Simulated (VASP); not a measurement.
Set up this calculation in VASP 6.6.1, as the native input.

```
Task                   : single point
Functional             : PBE
Dispersion             : D3(BJ)
Potentials or basis    : VASP PAW PBE potentials, release 64 (O, C, H, S)
Cutoff                 : 520 eV
k mesh                 : 1 × 1 × 1
Occupations            : fermi-dirac, width 0.05 eV
Spin                   : no spin polarisation
Dipole correction      : no
Further INCAR settings : LREAL = Auto; ALGO = Normal; EDIFF = 1e-07; NBANDS = 116
```

The structure of H2CSO4 lies in POSCAR:

```
H2CSO4
1.0
    8.8151600000      0.0000000000      0.0000000000
    0.0000000000      8.8151600000      0.0000000000
    0.0000000000      0.0000000000      8.8151600000
O C H S
20 5 10 5
Direct
    0.7274740334      0.3477418447     -0.0331134092
    0.9342314830      0.4207410869     -0.1463955277
    0.3338680183      0.3021612767      0.6377422531
    0.2520657594      0.5299960523      0.7098793442
    1.0896682533      0.6961983674      0.8949355429
    0.9013109235      0.7766053027      0.7230158046
    0.8001442969     -0.0007827425      0.5580386516
    0.8274722183      0.1266000844      0.7788741214
    0.5123900190      0.8436148635      0.1118641068
    0.6939862691      0.7643990580      0.2626044224
    0.1823789926      0.0663856357     -0.0730332745
    0.3577927116      0.2589743124      0.0453650302
    0.3397669469      0.9221727116      0.3615589507
    0.2119303563      0.8323048022      0.5993198081
    0.6166082068      0.2560929127      0.3706115374
    0.4976994178      0.5131614174      0.3055531607
   -0.0333402910      0.4198108713      0.3943547253
    0.1302301943      0.5359970778      0.2011307792
    0.5059692620      0.6955404099      0.6069884154
    0.6362448328      0.4648809551      0.6887679861
    0.8507843306      0.4395155618     -0.0348944319
    0.2303191320      0.3934358537      0.6982970247
    1.0015133021      0.7964234342      0.8190208686
    0.7628789494      0.1209847581      0.6518996819
    0.6463183879      0.8595079386      0.1810630777
    0.7304234977      0.2737329782     -0.1098675464
    0.8771593482      0.5248344897      0.0599648787
    0.4181886659      0.3743210560      0.6279069240
    0.1109792675      0.3405950658      0.7358913508
    1.1431443105      0.6132616992      0.8321686731
    1.0196184754      0.9186220103      0.8540854619
    0.8388616883     -0.0903783936      0.6225865441
    0.6818594331      0.1986464228      0.5962682470
    0.4833377953      0.7349157588      0.1250345995
    0.6904469119      0.9675150536      0.1759582356
    0.2931767546      0.1122498060      0.0413605652
    0.3305441989      0.9244188421      0.5277385776
    0.6203631017      0.4031010214      0.2963531008
    0.1239455665      0.4533553560      0.3391997423
    0.6083950830      0.6262847186      0.7178542420
```

The cell was built by a generator and needn't be a form met in nature.

One way to write it, as run:

INCAR

```
ALGO     = Normal         # electronic algorithm
EDIFF    = 1E-7           # SCF threshold, eV
ENCUT    = 520            # plane-wave cutoff, eV
GGA      = PE             # functional
ISIF     = 2              # what is computed and relaxed
ISMEAR   = -1             # smearing method
IVDW     = 12             # dispersion correction
LASPH    = T              # aspherical terms in the spheres
LCHARG   = F              # write CHGCAR
LREAL    = Auto         
LWAVE    = F              # write WAVECAR
NBANDS   = 116            # bands
NELM     = 100            # most SCF steps
PREC     = Accurate       # precision mode
SIGMA    = 0.05           # smearing width, eV
```

KPOINTS

```
k-points
0
Gamma
  1 1 1
```

Potentials or basis: VASP PAW PBE potentials, release 64 (O, C, H, S).

Launch:

```console
$ cat potpaw_PBE.64/O/POTCAR potpaw_PBE.64/C/POTCAR potpaw_PBE.64/H/POTCAR potpaw_PBE.64/S/POTCAR > POTCAR
$ mpirun -np 1 vasp_gam > vasp.out
```

It gave:

The pressure is -0.2 GPa. The largest force is 5.346 eV/Å and the band gap on the k mesh is 1.50 eV, direct. The dispersion energy per atom is -0.056 eV.

Caveat: the standard files for N, O and F lose accuracy on very short bonds.

Wall time 3.2 min on 1 thread of Intel(R) Xeon(R) 6975P-C (Granite Rapids), on a shared host, peak memory 0.65 GiB.
